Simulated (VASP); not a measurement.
Consider the following.

```xyz
8
Lattice="6.3260 0.0020 0.0020 0.0020 6.3260 0.0020 0.0020 0.0020 6.3260" Properties=species:S:1:pos:R:3 pbc="T T T"
Sn     0.0586     6.2735     6.2735
Sn     1.5280     1.6370     1.6370
Sn     3.1116     3.2205     6.2735
Sn     4.8010     4.6920     1.6390
Sn     3.1116     6.2735     3.2205
Sn     4.8010     1.6390     4.6920
Ge     0.0577     3.2197     3.2197
Ge     1.5289     4.6908     4.6908
```

These are PBEsol GGA, VASP's PBE PAW potentials (set 64) (plane waves; VASP) values and carry that method's errors. Settings: 400 eV cut-off, 6×6×6 Γ-centred mesh, tetrahedra with Blöchl corrections, potentials Sn_d Ge_d.

The cores are frozen, which limits the accuracy of field gradients.

Problem. Give the principal components of the electric field gradient (V/Å²) and the asymmetry η at each nucleus.

Solution. 
```json
[
 {"atom": "Sn1", "Vxx": "-13.9", "Vyy": "-7.7", "Vzz": "21.6", "η": "0.29"},
 {"atom": "Sn2", "Vxx": "-13.9", "Vyy": "-7.7", "Vzz": "21.6", "η": "0.29"},
 {"atom": "Sn3", "Vxx": "-13.9", "Vyy": "-7.7", "Vzz": "21.6", "η": "0.29"},
 {"atom": "Sn4", "Vxx": "-13.9", "Vyy": "-7.7", "Vzz": "21.6", "η": "0.29"},
 {"atom": "Sn5", "Vxx": "-13.9", "Vyy": "-7.7", "Vzz": "21.6", "η": "0.29"},
 {"atom": "Sn6", "Vxx": "-13.9", "Vyy": "-7.7", "Vzz": "21.6", "η": "0.29"},
 {"atom": "Ge7", "Vxx": "-7.6", "Vyy": "-7.6", "Vzz": "15.2", "η": "0.00"},
 {"atom": "Ge8", "Vxx": "-7.6", "Vyy": "-7.6", "Vzz": "15.2", "η": "0.00"}
]
```

The structure was generated: Sn6Ge2 was put into an ordered model structure (R-3m), which need not be its known phase. It was relaxed first.
